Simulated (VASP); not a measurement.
An input for Ansatz (written as the equivalent of a VASP run, and not itself run):

Ansatz 0.2 input:
```yaml
crystal:
  lattice:
    - [3.9554079, 0.0000000, 0.0000000]
    - [0.0000000, 3.9554079, 0.0000000]
    - [0.0000000, 0.0000000, 3.9554079]
  atoms:
    - { symbol: Cd, position: [0.0000000, 0.0000000, 0.0000000] }
    - { symbol: Pt, position: [0.0000000, 0.5000000, 0.5000000] }
    - { symbol: Pt, position: [0.5000000, 0.0000000, 0.5000000] }
    - { symbol: Pt, position: [0.5000000, 0.5000000, 0.0000000] }
kpoints:
  mp_grid: { grid: [9, 9, 9] }
hamiltonian:
  xc: lda
  pseudopotentials: { kind: paw }
scf:
  occupations: { method: tetrahedron }
  max_iter: 100
output: { forces: true, stress: true, eigenvalues: true }
```

Question: Write the VASP files for the same calculation (LDA).

Answer: Several could match; the one computed here: 
File POSCAR:
```
CdPt3
1.0
  3.9554078931   0.0000000000   0.0000000000
  0.0000000000   3.9554078931   0.0000000000
  0.0000000000   0.0000000000   3.9554078931
Cd Pt
1 3
Cart
  0.0000000000   0.0000000000   0.0000000000
  0.0000000000   1.9777039465   1.9777039465
  1.9777039465   0.0000000000   1.9777039465
  1.9777039465   1.9777039465   0.0000000000
```

KPOINTS:
```
Automatic
0
Gamma
  9 9 9
```

INCAR:
```
ALGO  =  Normal
EDIFF  =  1E-7
ENCUT  =  400
ISIF  =  2
ISMEAR  =  -5
LASPH  =  .TRUE.
LCHARG  =  .TRUE.
LEFG  =  .TRUE.
LMAXMIX  =  6
LORBIT  =  11
LREAL  =  .FALSE.
LWAVE  =  .FALSE.
NEDOS  =  601
NELM  =  100
PREC  =  Accurate
SYSTEM  =  CdPt3
```

POTCAR, in this order: Cd Pt (LDA.64 set). Program: vasp_std.

What does not carry over: each code has its own PAW files, so the cut-off isn't converted (ENCUT is set for VASP's; basis.ecutwfc is left out, and Ansatz then takes the one that its files recommend); Ansatz stops its SCF on the density residual and VASP on the energy change (EDIFF); Ansatz's lda is the Perdew-Wang form, while the LDA potentials of VASP carry Perdew-Zunger's; the field gradients of LEFG aren't asked of the other code.

The structure comes from a computed database's CdPt3 entry (Pm-3m); how it stands against other phases isn't given here. It was relaxed first.
